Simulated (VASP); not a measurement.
Input for VASP

### POSCAR
```
WS2
1
    1.5968218409    -2.7657765361     0.0000000000
    1.5968218409     2.7657765361     0.0000000000
    0.0000000000     0.0000000000    12.5179337534
W S
2 4
Direct
  0.3333330000   0.6666670000   0.2500000000
  0.6666670000   0.3333330000   0.7500000000
  0.3333330000   0.6666670000   0.8760639101
  0.6666670000   0.3333330000   0.3760639101
  0.6666670000   0.3333330000   0.1239360899
  0.3333330000   0.6666670000   0.6239360899
```

INCAR:
```
LREAL  =  F   # projection in real space or not
PREC  =  Accurate
LORBIT  =  11
EDIFF  =  1E-7
LEFG  =  T
LASPH  =  T   # aspherical one-centre terms
LCHARG  =  T
ISIF  =  2   # forces and stress, cell fixed
ENCUT  =  520   # plane-wave cut-off (eV)
LUSE_VDW  =  T
LWAVE  =  F
NELM  =  100
ALGO  =  Normal   # blocked Davidson
PARAM2  =  0.22
LMAXMIX  =  6
NEDOS  =  601   # DOS grid
PARAM1  =  0.1833333333
AGGAC  =  0.0
ISMEAR  =  -5
GGA  =  BO
SYSTEM  =  WS2
```

### KPOINTS
```
Regular mesh
0
Gamma
9 9 2
```

POTCAR, in this order: W_sv S (PBE.64 set). Program: vasp_std.

Q: Translate this optB88-vdW calculation to Quantum ESPRESSO's pw.x.

A: One equivalent input (not run):
```
&CONTROL
  calculation = 'scf'
  pseudo_dir = './pseudo'
  outdir = './out'
  tprnfor = .true.
  tstress = .true.
/
&SYSTEM
  ibrav = 0
  nat = 6
  ntyp = 2
  ecutwfc = 74
  occupations = 'tetrahedra'
  input_dft = 'vdw-df-obk8'
/
&ELECTRONS
  conv_thr = 7.3e-09
  electron_maxstep = 100
/
ATOMIC_SPECIES
  W 183.840 W.upf
  S 32.060 S.upf
CELL_PARAMETERS angstrom
     1.5968218   -2.7657765    0.0000000
     1.5968218    2.7657765    0.0000000
     0.0000000    0.0000000   12.5179338
ATOMIC_POSITIONS crystal
  W    0.3333330  0.6666670  0.2500000
  W    0.6666670  0.3333330  0.7500000
  S    0.3333330  0.6666670  0.8760639
  S    0.6666670  0.3333330  0.3760639
  S    0.6666670  0.3333330  0.1239361
  S    0.3333330  0.6666670  0.6239361
K_POINTS automatic
  9 9 2 0 0 0
```
Limits of the translation: the potentials are each code's own (VASP's PAW set, PseudoDojo norm-conserving files in pw.x), so ENCUT and ecutwfc are chosen apart and not converted; conv_thr bounds pw.x's estimated SCF error, while EDIFF bounds the energy change between steps; the field gradients of LEFG aren't asked of the other code.

The compound is WS2 in the 2H layered structure. It was relaxed first.
